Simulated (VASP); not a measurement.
# SnSe2: GW quasiparticle gap

How does the gap of SnSe2 change from the starting functional to GW? The cell is of the CdI2 type, one of the forms listed for this formula. The start is a cell from a database of measured crystal structures.

Calculated with VASP 6.6.1; LDA; plane waves and PAW (Sn_d, Se), in the first sound run; inputs show where later runs differ.

## (1) The starting structure

It takes space group P-3m1 (No. 164, trigonal). The conventional cell has a = 3.811 Å, b = 3.811 Å, c = 6.136 Å, α = 90.00°, β = 90.00°, γ = 120.00°. Nearest to Sn lie 6 Se at 2.68 Å. Nearest to Se lie 3 Sn at 2.68 Å. Farther neighbours and most contacts between anions are not listed.

## (2) Relaxation

The atoms are relaxed first inside the given cell, which is kept (ISIF = 2), since band edges depend on the positions.

File INCAR:

```
SYSTEM = SnSe2
PREC = Accurate
ENCUT = 400
EDIFF = 1E-06
NELM = 100
ISMEAR = 0
SIGMA = 0.05
LREAL = .FALSE.
ALGO = Normal
GGA = CA
NBANDS = 19
LWAVE = .FALSE.
LCHARG = .FALSE.
KPAR = 4
IBRION = 2
NSW = 60
ISIF = 2
EDIFFG = -0.01
```

File POSCAR:

```
SnSe2
1.0
    3.8110000000      0.0000000000      0.0000000000
   -1.9055000000      3.3004228138      0.0000000000
    0.0000000000      0.0000000000      6.1360000000
Sn Se
1 2
Direct
    0.0000000000      0.0000000000      0.0000000000
    0.6666666667      0.3333333333      0.7510000000
    0.3333333333      0.6666666667      0.2490000000
```

File KPOINTS:

```
Automatic mesh
0
Gamma
6 6 4
0 0 0
```

Potentials, in the order of the species: Sn_d and Se (PBE family, release 64).

The run is started by

```
$ mpirun -np 4 vasp_std
```

What it wrote:

```text
[banner, memory and clock lines left out]
running    4 mpi-ranks, on    1 nodes
 distrk:  each k-point on    1 cores,    4 groups
 distr:  one band on    1 cores,    1 groups

 POSCAR found type information on POSCAR SnSe
 POSCAR found :  2 types and       3 ions
|                                                                             |
|               ----> ADVICE to this user running VASP <----                  |
|                                                                             |
|     You enforced a specific xc type in the INCAR file but a different       |
|     [... a line on the potential file left out ...]
|     I HOPE YOU KNOW WHAT YOU ARE DOING!                                     |
|                                                                             |

 LDA part: xc-table for (Slater(with rela. corr.)+CA(PZ))
 , standard interpolation
 POSCAR, INCAR and KPOINTS ok, starting setup
 FFT: planning ... GRIDC
 FFT: planning ... GRID_SOFT
 FFT: planning ... GRID
 WAVECAR not read
 entering main loop
       N       E                     dE             d eps       ncg     rms          rms(c)
DAV:   1     0.180973941734E+03    0.18097E+03   -0.10837E+04   940   0.129E+03
DAV:   2     0.579737016230E+01   -0.17518E+03   -0.17020E+03  1010   0.337E+02
DAV:   3    -0.134865960801E+02   -0.19284E+02   -0.18793E+02  1114   0.107E+02
DAV:   4    -0.141310442708E+02   -0.64445E+00   -0.64304E+00  1080   0.210E+01
DAV:   5    -0.141461519817E+02   -0.15108E-01   -0.15107E-01  1275   0.330E+00    0.503E+00
DAV:   6    -0.138462895184E+02    0.29986E+00   -0.57025E-01  1360   0.911E+00    0.316E+00
DAV:   7    -0.138099340059E+02    0.36356E-01   -0.16915E-01  1141   0.302E+00    0.900E-01
DAV:   8    -0.138065839631E+02    0.33500E-02   -0.12117E-02  1193   0.112E+00    0.284E-01
DAV:   9    -0.138063344130E+02    0.24955E-03   -0.11419E-03  1002   0.254E-01    0.778E-02
DAV:  10    -0.138063287262E+02    0.56868E-05   -0.10043E-04  1257   0.608E-02    0.281E-02
DAV:  11    -0.138063320444E+02   -0.33183E-05   -0.10724E-05  1019   0.231E-02    0.412E-03
DAV:  12    -0.138063317453E+02    0.29909E-06   -0.90908E-07   597   0.876E-03
   1 F= -.13806332E+02 E0= -.13806332E+02  d E =-.138063E+02
 curvature:   0.00 expect dE= 0.000E+00 dE for cont linesearch  0.000E+00
 trial: gam= 0.00000 g(F)=  0.262E-01 g(S)=  0.000E+00 ort = 0.000E+00 (trialstep = 0.100E+01)
 search vector abs. value=  0.262E-01
 bond charge predicted
       N       E                     dE             d eps       ncg     rms          rms(c)
DAV:   1    -0.138220240332E+02   -0.15692E-01   -0.10781E+00   924   0.443E+00    0.270E-01
DAV:   2    -0.138263393749E+02   -0.43153E-02   -0.51079E-02  1071   0.113E+00    0.104E-01
DAV:   3    -0.138262277560E+02    0.11162E-03   -0.51172E-04  1116   0.160E-01    0.698E-02
DAV:   4    -0.138261824493E+02    0.45307E-04   -0.12061E-04  1026   0.630E-02    0.268E-02
DAV:   5    -0.138261781671E+02    0.42821E-05   -0.23176E-05  1015   0.271E-02    0.870E-03
DAV:   6    -0.138261779892E+02    0.17788E-06   -0.11135E-06   606   0.894E-03
   2 F= -.13826178E+02 E0= -.13826178E+02  d E =-.198462E-01
 trial-energy change:   -0.019846  1 .order   -0.019850   -0.026185   -0.013515
 step:   2.0667(harm=  2.0667)  dis= 0.05194  next Energy=   -13.833390 (dE=-0.271E-01)
 bond charge predicted
       N       E                     dE             d eps       ncg     rms          rms(c)
DAV:   1    -0.138289012386E+02   -0.27231E-02   -0.12237E+00   918   0.471E+00    0.287E-01
DAV:   2    -0.138337894803E+02   -0.48882E-02   -0.57744E-02  1079   0.119E+00    0.107E-01
DAV:   3    -0.138336646443E+02    0.12484E-03   -0.57435E-04  1108   0.168E-01    0.715E-02
DAV:   4    -0.138336162652E+02    0.48379E-04   -0.13124E-04  1029   0.643E-02    0.281E-02
DAV:   5    -0.138336112333E+02    0.50320E-05   -0.25008E-05   999   0.277E-02    0.898E-03
DAV:   6    -0.138336110543E+02    0.17898E-06   -0.12646E-06   633   0.942E-03
   3 F= -.13833611E+02 E0= -.13833611E+02  d E =-.272793E-01
 curvature:  -1.03 expect dE=-0.892E-05 dE for cont linesearch -0.892E-05
 trial: gam=-0.01782 g(F)=  0.863E-05 g(S)=  0.000E+00 ort = 0.475E-03 (trialstep = 0.121E+01)
 search vector abs. value=  0.294E-08
 reached required accuracy - stopping structural energy minimisation
```

Run time: 10 s. Hardware: 4 MPI ranks of AMD EPYC 7R43, shared host; peak memory 0.54 GiB.

The logs omit lines about the potential files and the build; timing stands in the text.

OUTCAR, selected parts (step 2):

```text
ion  position               nearest neighbor table
   1  0.000  0.000  0.000-   2 2.68   3 2.68   3 2.68   2 2.68   2 2.68   3 2.68
   2  0.667  0.333  0.751-   1 2.68   1 2.68   1 2.68
   3  0.333  0.667  0.249-   1 2.68   1 2.68   1 2.68

  LATTYP: Found a hexagonal cell.
 ALAT       =     3.8110000000
 C/A-ratio  =     1.6100760955

 Subroutine GETGRP returns: Found 12 space group operations
 (whereof 12 operations were pure point group operations)

The static configuration has the point symmetry D_3d.

 Found     24 irreducible k-points:

   k-points           NKPTS =     24   k-points in BZ     NKDIM =     24   number of bands    NBANDS=     19

   dimension x,y,z NGX =    28 NGY =   28 NGZ =   40
   dimension x,y,z NGXF=    56 NGYF=   56 NGZF=   80

   ENCUT  =  400.0 eV  29.40 Ry    5.42 a.u.   6.21  6.21 10.01*2*pi/ulx,y,z

   NELECT =      26.0000    total number of electrons

 k-points in reciprocal lattice and weights: Automatic mesh
   0.00000000  0.00000000  0.00000000       0.007
   0.16666667 -0.00000000  0.00000000       0.042
   0.33333333  0.00000000  0.00000000       0.042
   0.50000000  0.00000000  0.00000000       0.021
   0.16666667  0.16666667  0.00000000       0.042
   0.33333333  0.16666667  0.00000000       0.083
   0.33333333  0.33333333  0.00000000       0.014
   0.00000000  0.00000000  0.25000000       0.014
   0.16666667 -0.00000000  0.25000000       0.042
[...]
0.33333333  0.16666667  0.50000000       0.083
   0.33333333  0.33333333  0.50000000       0.014

 average (electrostatic) potential at core
       1-102.4245       2 -53.2579       3 -53.2579

 E-fermi :   4.1921

 k-point     1 :       0.0000    0.0000    0.0000
  band No.  band energies     occupation
    ...
      9       3.3497      2.00000
     10       3.3497      2.00000
     11       3.6126      2.00000
     12       3.6126      2.00000
     13       3.8481      2.00000
     14       4.7504      0.00000
     15       6.8619      0.00000
     16       8.4912      0.00000
     17       8.4912      0.00000
     18      11.9723      0.00000
    ...

 k-point     2 :       0.1667   -0.0000    0.0000
  band No.  band energies     occupation
    ...
      9       1.2886      2.00000
     10       2.3569      2.00000
     11       2.5305      2.00000
     12       3.8775      2.00000
     13       3.8867      2.00000
     14       6.0707      0.00000
     15       7.4964      0.00000
     16       8.5796      0.00000
     17       8.8927      0.00000
     18      11.0361      0.00000
    ...

 k-point     3 :       0.3333    0.0000    0.0000
  band No.  band energies     occupation
    ...
      9      -0.1274      2.00000
     10       0.9761      2.00000
     11       1.7017      2.00000
     12       3.2586      2.00000
     13       3.7743      2.00000
     14       5.3568      0.00000
     15       7.6803      0.00000
     16       9.1341      0.00000
     17       9.4652      0.00000
     18      10.2638      0.00000
    ...

  Total       -0.3431163     -0.3431163     -0.4846363     -0.0000000      0.0000000      0.0000000
  in kB       -7.1229198     -7.1229198    -10.0608028     -0.0000000      0.0000000      0.0000000
  external PRESSURE =      -8.1022141 kB  Pullay stress =       0.0000000 kB

  energy-cutoff  :      400.00
  volume of cell :       77.18
      direct lattice vectors                 reciprocal lattice vectors
     3.811000000  0.000000000  0.000000000     0.262398321  0.151495741  0.000000000
    -1.905500000  3.300422814  0.000000000     0.000000000  0.302991482  0.000000000
     0.000000000  0.000000000  6.136000000     0.000000000  0.000000000  0.162972621

 POSITION                                       TOTAL-FORCE (eV/Angst)
 -----------------------------------------------------------------------------------
      0.00000      0.00000      0.00000         0.000000      0.000000      0.000000
      1.90550      1.10014      4.55620        -0.000000     -0.000000     -0.009456
     -0.00000      2.20028      1.57980         0.000000      0.000000      0.009456
 -----------------------------------------------------------------------------------
    total drift:                               -0.000000     -0.000000      0.000000

  FREE ENERGIE OF THE ION-ELECTRON SYSTEM (eV)
  ---------------------------------------------------
  free  energy   TOTEN  =       -13.8336110543 eV

  energy  without entropy=      -13.8336110543  energy(sigma->0) =      -13.83361105

 reached required accuracy - stopping structural energy minimisation

[... 3 further parts left out ...]
```

The PAW data sets were made with PBE, though LDA sets exist; this is a small mismatch. The run keeps the 12 symmetry operations of its start, so it cannot find a distortion of lower symmetry.

Step by step:

| step | energy less that of the first step (eV) | largest force (eV/Å) |
| --- | --- | --- |
| 1 | 0.0000 | 0.5210 |
| 2 | -0.0198 | 0.2689 |
| 3 | -0.0273 | 0.0095 |

The atoms that moved most (Å):

| atom | dx | dy | dz | length |
| --- | --- | --- | --- | --- |
| Se2 | 0.000 | 0.000 | -0.052 | 0.052 |
| Se3 | 0.000 | 0.000 | 0.052 | 0.052 |

Final coordinates:

```xyz
3
Lattice="3.8110 0.0000 0.0000 -1.9055 3.3004 0.0000 0.0000 0.0000 6.1360" Properties=species:S:1:pos:R:3 pbc="T T T"
Sn    0.0000    0.0000    0.0000
Se    1.9055    1.1001    4.5562
Se    0.0000    2.2003    1.5798
```

Numbers from this step:

* free energy (TOTEN): -13.83 eV
* Fermi energy: 4.192 eV
* pressure: -0.8102 GPa

At LDA, with these data sets, the largest force is down to 0.0095 eV/Å.

(Part 1 of 5 ends here.)

[Lines on the potential files, build, host, timing and source positions are cut from VASP's logs without a mark.]

[Logs are printed without paths, hosts, clocks, repeated set-up lines and the standing remarks that a program may print on its own settings, such as how far it seeks lower states.]

[Hosts, paths, dates, database ids (printed as entryN), source tags and the programs' standing remarks are cut or masked in the printed files.]

[Pressures printed for these runs are not shown converged in the cutoff: they can be off by several GPa and have the wrong sign.]
